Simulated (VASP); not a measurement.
# ZnB (Pm-3m) in VASP: further runs

Aim: see how the results for ZnB move with the level of theory and the settings. Levels: r2SCAN, SCAN, TPSS, TB-mBJ. Tasks: band structure.

Everything below comes from runs of VASP 6.6.1. Logs are shortened: lines on timing, memory, paths and dates and some standing lists are left out, and cuts for length are marked.

### 1 The structure

Symmetry: Pm-3m, No. 221, cubic system. The conventional cell has a = 2.807 Å, b = 2.807 Å, c = 2.807 Å, α = 90.00°, β = 90.00°, γ = 90.00°. Zn (site symmetry m-3m) has 8 B at 2.43 Å as nearest neighbours. Around B (site symmetry m-3m) lie 8 Zn at 2.43 Å.

The cell was built by a generator and needn't be a form met in nature.

### 2 Band structure, r2SCAN

The input, INCAR:

```
SYSTEM = ZnB
ALGO = Normal
EDIFF = 1E-6
ENCUT = 520
ISIF = 2
ISMEAR = -1
LASPH = .True.
LCHARG = .False.
LMIXTAU = .True.
LREAL = .False.
LWAVE = .False.
METAGGA = R2SCAN
NBANDS = 14
NELM = 60
PREC = Accurate
SIGMA = 0.05
```

The input, KPOINTS:

```
k-points
0
Gamma
  9 9 9
  0 0 0
```

The input, POSCAR:

```
ZnB
1.0
    2.8073700000      0.0000000000      0.0000000000
    0.0000000000      2.8073700000      0.0000000000
    0.0000000000      0.0000000000      2.8073700000
Zn B
1 1
Direct
    0.0000000000      0.0000000000      0.0000000000
    0.5000000000      0.5000000000      0.5000000000
```

The input, KPOINTS_OPT:

```
path GXMGRX,MR
15
line-mode
reciprocal
 0.0000000000  0.0000000000  0.0000000000  G
 0.0000000000  0.5000000000  0.0000000000  X

 0.0000000000  0.5000000000  0.0000000000  X
 0.5000000000  0.5000000000  0.0000000000  M

 0.5000000000  0.5000000000  0.0000000000  M
 0.0000000000  0.0000000000  0.0000000000  G

 0.0000000000  0.0000000000  0.0000000000  G
 0.5000000000  0.5000000000  0.5000000000  R

 0.5000000000  0.5000000000  0.5000000000  R
 0.0000000000  0.5000000000  0.0000000000  X

 0.5000000000  0.5000000000  0.0000000000  M
 0.5000000000  0.5000000000  0.5000000000  R
```

Potentials or basis: VASP PAW PBE potentials, release 64 (Zn, B).

Started as:

```sh
$ cat potpaw_PBE.64/Zn/POTCAR potpaw_PBE.64/B/POTCAR > POTCAR
$ mpirun -np 1 vasp_std > vasp.out
```

OUTCAR:

```text
SYSTEM = ZnB
   EDIFF = 1E-6
   ENCUT = 520
   ISIF = 2
   ISMEAR = -1
   LASPH = .True.
   LREAL = .False.
   METAGGA = R2SCAN
   NELM = 60
   PREC = Accurate

 ion  position               nearest neighbor table
   1  0.000  0.000  0.000-   2 2.43   2 2.43   2 2.43   2 2.43   2 2.43   2 2.43   2 2.43   2 2.43

   2  0.500  0.500  0.500-   1 2.43   1 2.43   1 2.43   1 2.43   1 2.43   1 2.43   1 2.43   1 2.43

  LATTYP: Found a simple cubic cell.
 ALAT       =     2.8073700000

  Lattice vectors:

 A1 = (   2.8073700000,   0.0000000000,   0.0000000000)
 A2 = (   0.0000000000,   2.8073700000,   0.0000000000)
 A3 = (   0.0000000000,   0.0000000000,   2.8073700000)

Analysis of symmetry for initial positions (statically):
=====================================================================
 Subroutine PRICEL returns:
 Original cell was already a primitive cell.

 Routine SETGRP: Setting up the symmetry group for a
 simple cubic supercell.

 Subroutine GETGRP returns: Found 48 space group operations
 (whereof 48 operations were pure point group operations)
 out of a pool of 48 trial point group operations.

The static configuration has the point symmetry O_h .

Analysis of symmetry for dynamics (positions and initial velocities):
=====================================================================
 Subroutine PRICEL returns:
 Original cell was already a primitive cell.

 Routine SETGRP: Setting up the symmetry group for a
 simple cubic supercell.

 Subroutine GETGRP returns: Found 48 space group operations
 (whereof 48 operations were pure point group operations)
 out of a pool of 48 trial point group operations.

The dynamic configuration has the point symmetry O_h .

 Subroutine INISYM returns: Found 48 space group operations
 (whereof 48 operations are pure point group operations),
 and found     1 'primitive' translations

----------------------------------------------------------------------------------------

                                     Primitive cell

  volume of cell :      22.1258

  direct lattice vectors                    reciprocal lattice vectors
     2.807370000  0.000000000  0.000000000     0.356205274  0.000000000  0.000000000
     0.000000000  2.807370000  0.000000000     0.000000000  0.356205274  0.000000000
     0.000000000  0.000000000  2.807370000     0.000000000  0.000000000  0.356205274

  length of vectors
     2.807370000  2.807370000  2.807370000     0.356205274  0.356205274  0.356205274

  position of ions in fractional coordinates (direct lattice)
     0.000000000  0.000000000  0.000000000
     0.500000000  0.500000000  0.500000000

  ion indices of the primitive-cell ions
   primitive index   ion index
                 1           1
                 2           2

----------------------------------------------------------------------------------------

 KPOINTS: k-points

Automatic generation of k-mesh.
 Grid dimensions read from file:
 generate k-points for:    9    9    9

 Generating k-lattice:

  Cartesian coordinates                     Fractional coordinates (reciprocal lattice)
     0.039578364  0.000000000  0.000000000     0.111111111  0.000000000  0.000000000
     0.000000000  0.039578364  0.000000000     0.000000000  0.111111111  0.000000000
     0.000000000  0.000000000  0.039578364     0.000000000  0.000000000  0.111111111

  Length of vectors
     0.039578364  0.039578364  0.039578364

  Shift w.r.t. Gamma in fractional coordinates (k-lattice)
     0.000000000  0.000000000  0.000000000

 Subroutine IBZKPT returns following result:
 ===========================================

 Found     35 irreducible k-points:

 Following reciprocal coordinates:
            Coordinates               Weight
  0.000000  0.000000  0.000000      1.000000
  0.111111  0.000000  0.000000      6.000000
  0.222222  0.000000  0.000000      6.000000
  0.333333  0.000000  0.000000      6.000000
  0.444444  0.000000  0.000000      6.000000
  0.111111  0.111111  0.000000     12.000000
[... 16 lines left out ...]
  0.333333  0.333333  0.111111     24.000000
  0.444444  0.333333  0.111111     48.000000
 [... further k-points ...]
   k-points           NKPTS =     35   k-points in BZ     NKDIM =     35   number of bands    NBANDS=     14
   number of dos      NEDOS =    301   number of ions     NIONS =      2
   total plane-waves  NPLWV =  13824
   dimension x,y,z NGX =    24 NGY =   24 NGZ =   24
   dimension x,y,z NGXF=    48 NGYF=   48 NGZF=   48
   ions per type =               1   1
   NGX,Y,Z   is equivalent  to a cutoff of  14.21, 14.21, 14.21 a.u.
   NGXF,Y,Z  is equivalent  to a cutoff of  28.42, 28.42, 28.42 a.u.
 SYSTEM =  ZnB
   PREC   = accura    normal or accurate (medium, high low for compatibility)
   ISTART =      0    job   : 0-new  1-cont  2-samecut
   ICHARG =      2    charge: 1-file 2-atom 10-const
   ISPIN  =      1    spin polarized calculation?
   LNONCOLLINEAR =      F non collinear calculations
   LSORBIT =      F    spin-orbit coupling
   LASPH  =      T    aspherical Exc in radial PAW
   ENCUT  =  520.0 eV  38.22 Ry    6.18 a.u.   5.22  5.22  5.22*2*pi/ulx,y,z
   NELM   =     60;   NELMIN=  2; NELMDL= -5     # of ELM steps
   EDIFF  = 0.1E-05   stopping-criterion for ELM
   LREAL  =      F    real-space projection
   EDIFFG = 0.1E-04   stopping-criterion for IOM
   NSW    =      0    number of steps for IOM
   IBRION =     -1    ionic relax: 0-MD 1-quasi-New 2-CG
   NFREE  =      0    steps in history (QN), initial steepest desc. (CG)
   ISIF   =      2    stress and relaxation
   ISYM   =      2    0-nonsym 1-usesym 2-fastsym
   POTIM  = 0.5000    time-step for ionic-motion
   TEBEG  =    0.0;   TEEND  =   0.0 temperature during run
   PSTRESS=    0.0 pullay stress
   NELECT =      15.0000    total number of electrons
   NUPDOWN=      -1.0000    fix difference up-down
   EMIN   =  10.00;   EMAX   =-10.00  energy-range for DOS
   EFERMI =   0.00;   METHOD = LEGACY
   ISMEAR =    -1;   SIGMA  =   0.05  broadening in eV -4-tet -1-fermi 0-gaus
   EFERMI_NEDOS =   21; number of points for ismear=-14 and -15
   IALGO  =     38    algorithm
   IMIX   =      4    mixing-type and parameters
     AMIX     =   0.40;   BMIX     =  1.00
     AMIX_MAG =   1.60;   BMIX_MAG =  1.00
  volume/ion in A,a.u.               =      11.06        74.66
  Fermi-wavevector in a.u.,A,eV,Ry     =   1.438155  2.717718 28.140778  2.068289
  Thomas-Fermi vector in A             =   2.557153
   LORBIT       =      0    0 simple, 1 ext, 2 COOP (PROOUT), +10 PAW based schemes
   METAGGA = R2SCAN    functional components
   LHFCALC =     F    Hartree Fock is set to
   AEXX    =    0.0000 exact exchange contribution
   IVDW    =     0    specifies the selected vdW correction
   LEPSILON=     F    determine dielectric tensor
   LRPA    =     F    only Hartree local field effects (RPA)
 non-spin polarized calculation
  energy-cutoff  :      520.00
  volume of cell :       22.13
 maximum number of plane-waves:       619
 NGX is ok and might be reduce to    24
   NGX = 11   NGY = 11   NGZ = 11

 number of electron      15.0000019 magnetization

 Free energy of the ion-electron system (eV)
  ---------------------------------------------------
  ext. energy  EPLUGINS =         0.00000000
  ---------------------------------------------------
  free energy    TOTEN  =       -13.75162710 eV

  energy without entropy =      -13.74513901  energy(sigma->0) =      -13.74838305

 E-fermi :   4.7840     XC(G=0): -12.9480

 val. band max:        4.6992930838   @ k =   0.4444   0.3333   0.3333
 cond. band min:       4.8611844345   @ k =   0.3333   0.2222   0.1111
 fundamental gap:      0.1618913507
 Fermi energy:         4.7840415079

 k-point     1 :       0.0000    0.0000    0.0000
  band No.  band energies     occupation
      1      -8.8560      2.00000
      2      -3.8564      2.00000
      3      -3.8564      2.00000
      4      -3.0114      2.00000
      5      -3.0114      2.00000
      6      -3.0114      2.00000
      7       6.7441      0.00000
      8       6.7441      0.00000
      9       6.7441      0.00000
     10      12.4638      0.00000
     11      14.6988      0.00000
     12      14.6988      0.00000
     13      23.2861      0.00000
     14      23.2861      0.00000

 k-point     2 :       0.1111    0.0000    0.0000
  band No.  band energies     occupation
      1      -8.6258      2.00000
      2      -3.8414      2.00000
      3      -3.8208      2.00000
      4      -3.0585      2.00000
      5      -3.0585      2.00000
      6      -3.0077      2.00000
      7       5.2896      0.00008
      8       6.9799      0.00000
      9       6.9799      0.00000
     10      12.8444      0.00000
     11      14.8784      0.00000
     12      15.9554      0.00000
     13      22.4401      0.00000
     14      22.4401      0.00000

 k-point     3 :       0.2222    0.0000    0.0000
  band No.  band energies     occupation
      1      -7.9445      2.00000
      2      -3.8033      2.00000
      3      -3.7448      2.00000
      4      -3.1737      2.00000
      5      -3.1737      2.00000
      6      -2.9985      2.00000
      7       2.6713      2.00000
      8       7.6354      0.00000
      9       7.6354      0.00000
     10      13.3292      0.00000
     11      15.4166      0.00000
     12      17.7124      0.00000
     13      20.4196      0.00000
     14      20.4196      0.00000
[... 324 lines left out ...]
 k-point    23 :       0.3333    0.3333    0.1111
  band No.  band energies     occupation
      1      -5.2342      2.00000
      2      -3.7511      2.00000
      3      -3.3804      2.00000
      4      -3.3665      2.00000
      5      -3.1269      2.00000
      6      -2.7877      2.00000
      7       1.5461      2.00000
      8       2.9770      2.00000
      9       8.4073      0.00000
     10       9.1310      0.00000
     11      15.1907      0.00000
     12      16.7967      0.00000
     13      19.8459      0.00000
     14      22.8370      0.00000

 k-point    24 :       0.4444    0.3333    0.1111
  band No.  band energies     occupation
      1      -4.8098      2.00000
      2      -3.6917      2.00000
      3      -3.4401      2.00000
      4      -3.3474      2.00000
      5      -3.0412      2.00000
      6      -1.8722      2.00000
      7      -0.1190      2.00000
      8       3.5921      2.00000
      9       7.1867      0.00000
     10       8.9304      0.00000
     11      14.9931      0.00000
     12      16.4320      0.00000
     13      20.4800      0.00000
     14      22.7737      0.00000

 [... further k-points ...]

------------------------ aborting loop because EDIFF is reached ----------------------------------------

  FORCE on cell =-STRESS in cart. coord.  units (eV):
  Direction    XX          YY          ZZ          XY          YZ          ZX
  --------------------------------------------------------------------------------------
  -------------------------------------------------------------------------------------
  Total       -0.2568840     -0.2568840     -0.2568840     -0.0000000      0.0000000      0.0000000
  in kB      -18.6015293    -18.6015293    -18.6015293     -0.0000000      0.0000000      0.0000000
  external PRESSURE =     -18.6015293 kB  Pullay stress =       0.0000000 kB

 VOLUME and BASIS-vectors are now :
 -----------------------------------------------------------------------------
  energy-cutoff  :      520.00
  volume of cell :       22.13
      direct lattice vectors                 reciprocal lattice vectors
     2.807370000  0.000000000  0.000000000     0.356205274  0.000000000  0.000000000
     0.000000000  2.807370000  0.000000000     0.000000000  0.356205274  0.000000000
     0.000000000  0.000000000  2.807370000     0.000000000  0.000000000  0.356205274

 POSITION                                       TOTAL-FORCE (eV/Angst)
 -----------------------------------------------------------------------------------
      0.00000      0.00000      0.00000         0.000000      0.000000      0.000000
      1.40369      1.40369      1.40369         0.000000      0.000000      0.000000
 -----------------------------------------------------------------------------------
    total drift:                                0.000000      0.000000      0.000000

  FREE ENERGIE OF THE ION-ELECTRON SYSTEM (eV)
  ---------------------------------------------------
  free  energy   TOTEN  =       -13.7516270964 eV

  energy  without entropy=      -13.7451390085  energy(sigma->0) =      -13.74838305
```

Wall time 25 s (1 thread of Intel Xeon 6975P-C (Granite Rapids), shared host); peak memory 0.15 GiB.

What came out:

```
Free energy             : -13.7516 eV
Pressure                : -1.9 GPa
Band gap along the path : none (metal or under the smearing width)
```

Levels at the corners of the path, in eV from the Fermi level:
| point | band 5 | band 6 | band 7 | band 8 | band 9 | band 10 | band 11 | band 12 |
| --- | --- | --- | --- | --- | --- | --- | --- | --- |
| Γ | -7.80 | -7.80 | 1.96 | 1.96 | 1.96 | 7.68 | 9.91 | 9.91 |
| X | -8.17 | -7.76 | -6.48 | 4.63 | 4.63 | 10.58 | 10.74 | 11.84 |
| X | -8.17 | -7.76 | -6.48 | 4.63 | 4.63 | 10.58 | 10.74 | 11.84 |
| M | -7.55 | -4.95 | -4.95 | -3.44 | -0.47 | 5.30 | 13.08 | 13.08 |
| M | -7.55 | -4.95 | -4.95 | -3.44 | -0.47 | 5.30 | 13.08 | 13.08 |
| Γ | -7.80 | -7.80 | 1.96 | 1.96 | 1.96 | 7.68 | 9.91 | 9.91 |
| Γ | -7.80 | -7.80 | 1.96 | 1.96 | 1.96 | 7.68 | 9.91 | 9.91 |
| R | -7.53 | -2.09 | -0.13 | -0.13 | -0.13 | 2.42 | 2.42 | 2.42 |
| R | -7.53 | -2.09 | -0.13 | -0.13 | -0.13 | 2.42 | 2.42 | 2.42 |
| X | -8.17 | -7.76 | -6.48 | 4.63 | 4.63 | 10.58 | 10.74 | 11.84 |
| M | -7.55 | -4.95 | -4.95 | -3.44 | -0.47 | 5.30 | 13.08 | 13.08 |
| R | -7.53 | -2.09 | -0.13 | -0.13 | -0.13 | 2.42 | 2.42 | 2.42 |

Caveat: the PAW data sets were made with another functional, which shifts forces and pressure a little.

### 3 Band structure, SCAN

INCAR: that of step 2 with these lines changed.

```diff
@@ -11,3 +11,3 @@
 LWAVE = .False.
-METAGGA = R2SCAN
+METAGGA = SCAN
 NBANDS = 14
```

KPOINTS is that of step 2.

POSCAR is that of step 2.

KPOINTS_OPT is that of step 2.

Potentials or basis: VASP PAW PBE potentials, release 64 (Zn, B).

Started as:

```sh
$ cat potpaw_PBE.64/Zn/POTCAR potpaw_PBE.64/B/POTCAR > POTCAR
$ mpirun -np 1 vasp_std > vasp.out
```

Run time: 24 s. Hardware: 1 thread of Intel Xeon 6975P-C (Granite Rapids), shared host; peak memory 0.15 GiB.

Results (log left out):

- Free energy: -18.4189 eV
- Pressure: -4.0 GPa
- Band gap along the path: none (metal or under the smearing width)

Levels at the corners of the path, in eV from the Fermi level:
| point | band 5 | band 6 | band 7 | band 8 | band 9 | band 10 | band 11 | band 12 |
| --- | --- | --- | --- | --- | --- | --- | --- | --- |
| Γ | -7.77 | -7.77 | 1.98 | 1.98 | 1.98 | 7.56 | 9.83 | 9.83 |
| X | -8.14 | -7.74 | -6.46 | 4.65 | 4.65 | 10.50 | 10.60 | 11.75 |
| X | -8.14 | -7.74 | -6.46 | 4.65 | 4.65 | 10.50 | 10.60 | 11.75 |
| M | -7.51 | -4.95 | -4.95 | -3.40 | -0.54 | 5.32 | 12.98 | 12.98 |
| M | -7.51 | -4.95 | -4.95 | -3.40 | -0.54 | 5.32 | 12.98 | 12.98 |
| Γ | -7.77 | -7.77 | 1.98 | 1.98 | 1.98 | 7.56 | 9.83 | 9.83 |
| Γ | -7.77 | -7.77 | 1.98 | 1.98 | 1.98 | 7.56 | 9.83 | 9.83 |
| R | -7.50 | -2.05 | -0.11 | -0.11 | -0.11 | 2.34 | 2.34 | 2.34 |
| R | -7.50 | -2.05 | -0.11 | -0.11 | -0.11 | 2.34 | 2.34 | 2.34 |
| X | -8.14 | -7.74 | -6.46 | 4.65 | 4.65 | 10.50 | 10.60 | 11.75 |
| M | -7.51 | -4.95 | -4.95 | -3.40 | -0.54 | 5.32 | 12.98 | 12.98 |
| R | -7.50 | -2.05 | -0.11 | -0.11 | -0.11 | 2.34 | 2.34 | 2.34 |

Caveat: the PAW data sets were made with another functional, which shifts forces and pressure a little.

(Continued in part 2 of 2.)
